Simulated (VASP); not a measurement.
Computed with PBEsol GGA, VASP's PBE PAW potentials (set 64) (plane waves; VASP).

A VASP calculation is set up with these files.

**INCAR**
```
ISIF = 3   # ions, shape and volume
GGA = PS
ENCUT = 620
LWAVE = .FALSE.
LASPH = .TRUE.   # aspherical one-centre terms
ISMEAR = 0   # Gaussian
IBRION = 2   # conjugate gradients
LREAL = .FALSE.
EDIFF = 1E-6
NSW = 40   # most ionic steps
SYSTEM = CeO2
LCHARG = .FALSE.
PREC = Accurate
PSTRESS = 200   # kbar
LMAXMIX = 6   # l cut-off of mixed one-centre charges
EDIFFG = -0.02   # ionic stop
NELM = 100   # most electronic steps
ALGO = Normal
SIGMA = 0.05   # width (eV)
```

File KPOINTS:
```
Automatic mesh
0
Gamma
7 7 7
0 0 0
```

### POSCAR
```
CeO2
1
    0.0000000000     2.6224330211     2.6224330211
    2.6224330211     0.0000000000     2.6224330211
    2.6224330211     2.6224330211     0.0000000000
Ce O
1 2
Direct
  1.0000000000   1.0000000000   1.0000000000
  0.2500000000   0.2500000000   0.2500000000
  0.7500000000   0.7500000000   0.7500000000
```

POTCAR, in this order: Ce O (PBE.64 set). Program: vasp_std.

What VASP printed:

### OSZICAR
```
       N       E                     dE             d eps       ncg     rms          rms(c)
DAV:   1     0.242649115018E+03    0.24265E+03   -0.13076E+04   640   0.231E+03
DAV:   2     0.844622702665E+01   -0.23420E+03   -0.22325E+03   952   0.331E+02
DAV:   3    -0.308086227232E+02   -0.39255E+02   -0.33477E+02   840   0.159E+02
DAV:   4    -0.323122769730E+02   -0.15037E+01   -0.15034E+01   944   0.328E+01
DAV:   5    -0.323971802808E+02   -0.84903E-01   -0.84899E-01  1088   0.718E+00    0.417E+01
DAV:   6    -0.290070379448E+02    0.33901E+01   -0.67758E+01   944   0.597E+01    0.161E+01
DAV:   7    -0.286481853553E+02    0.35885E+00   -0.80245E+01   952   0.998E+01    0.262E+01
DAV:   8    -0.275507564428E+02    0.10974E+01   -0.32123E+00   920   0.207E+01    0.847E+00
DAV:   9    -0.273597213679E+02    0.19104E+00   -0.28107E+00  1088   0.148E+01    0.175E+00
DAV:  10    -0.273548174278E+02    0.49039E-02   -0.11361E-01   840   0.295E+00    0.882E-01
DAV:  11    -0.273634647768E+02   -0.86473E-02   -0.30568E-02  1128   0.149E+00    0.164E+00
DAV:  12    -0.273555700283E+02    0.78947E-02   -0.89139E-02   944   0.271E+00    0.183E-01
DAV:  13    -0.273556097358E+02   -0.39707E-04   -0.33696E-03   920   0.624E-01    0.173E-01
DAV:  14    -0.273556093885E+02    0.34736E-06   -0.10666E-04   896   0.779E-02    0.119E-01
DAV:  15    -0.273555916605E+02    0.17728E-04   -0.12309E-04  1048   0.115E-01    0.211E-02
DAV:  16    -0.273555878897E+02    0.37708E-05   -0.48753E-05  1000   0.576E-02    0.508E-03
DAV:  17    -0.273555872735E+02    0.61621E-06   -0.26955E-06   600   0.134E-02
   1 F= -.22852995E+02 E0= -.22852995E+02  d E =-.228530E+02
```

### OUTCAR
```
------------------------ aborting loop because EDIFF is reached ----------------------------------------
  FORCE on cell =-STRESS in cart. coord.  units (eV):
  Direction    XX          YY          ZZ          XY          YZ          ZX
  --------------------------------------------------------------------------------------
  Total        4.4982556      4.4982556      4.4982556      0.0000000      0.0000000      0.0000000
  in kB      199.8073709    199.8073709    199.8073709      0.0000000      0.0000000      0.0000000
  external PRESSURE =      -0.1926291 kB  Pullay stress =     200.0000000 kB
  volume of cell :       36.07
      direct lattice vectors                 reciprocal lattice vectors
     0.000000000  2.622433021  2.622433021    -0.190662639  0.190662639  0.190662639
     2.622433021  0.000000000  2.622433021     0.190662639 -0.190662639  0.190662639
     2.622433021  2.622433021  0.000000000     0.190662639  0.190662639 -0.190662639
 POSITION                                       TOTAL-FORCE (eV/Angst)
 -----------------------------------------------------------------------------------
      0.00000      0.00000      0.00000        -0.000000      0.000000     -0.000000
      1.31122      1.31122      1.31122         0.000000     -0.000000     -0.000000
      3.93365      3.93365      3.93365         0.000000      0.000000      0.000000
 -----------------------------------------------------------------------------------
    total drift:                                0.000000     -0.000000      0.000000
  FREE ENERGIE OF THE ION-ELECTRON SYSTEM (eV)
  ---------------------------------------------------
  free  energy   TOTEN  =       -27.3555872735 eV

  energy  without entropy=      -27.3555872735  energy(sigma->0) =      -27.35558727
  enthalpy is  TOTEN    =       -22.8529949836 eV   P V=        4.5025922898

 reached required accuracy - stopping structural energy minimisation
```
(Selected blocks of OUTCAR.)

File OUTCAR:
```
 val. band max:        6.2759688493   @ k =  -0.2857   0.2857   0.0000

 cond. band min:       8.5167806964   @ k =  -0.4286   0.1429   0.0000


 Fermi energy:         6.5711769303

 k-point     1 :       0.0000    0.0000    0.0000
  band No.  band energies     occupation
      1     -26.0546      2.00000
      2     -10.2078      2.00000
      3      -9.2929      2.00000
      4      -8.0553      2.00000
      5      -8.0553      2.00000
      6      -8.0553      2.00000
      7       1.7164      2.00000
      8       1.7164      2.00000
      9       1.7164      2.00000
     10       5.4407      2.00000
     11       5.4407      2.00000
     12       5.4407      2.00000
     13       8.9107      0.00000
     14       8.9107      0.00000
     15       8.9107      0.00000
     16       9.2678      0.00000

 k-point     2 :       0.1429    0.0000    0.0000
  band No.  band energies     occupation
      1     -25.9940      2.00000
      2     -10.9729      2.00000
      3      -9.4882      2.00000
      4      -8.1260      2.00000
      5      -8.1260      2.00000
      6      -7.3035      2.00000
      7       1.9333      2.00000
      8       1.9333      2.00000
      9       2.3433      2.00000
     10       5.2597      2.00000
     11       5.3652      2.00000
     12       5.3652      2.00000
     13       8.8796      0.00000
     14       8.8796      0.00000
     15       8.9130      0.00000
     16       9.2913      0.00000

 k-point     3 :       0.2857    0.0000    0.0000
  band No.  band energies     occupation
      1     -25.8531      2.00000
      2     -12.0718      2.00000
      3      -9.9044      2.00000
      4      -8.2772      2.00000
      5      -8.2772      2.00000
      6      -6.1630      2.00000
      7       2.3757      2.00000
      8       2.3757      2.00000
      9       3.6742      2.00000
     10       5.0286      2.00000
     11       5.2841      2.00000
     12       5.2841      2.00000
     13       8.8000      0.00000
...
```

The compound is CeO2 in the fluorite structure. It was relaxed first under an external pressure of 20 GPa. The run is not spin-polarised, so no magnetic state was tried.
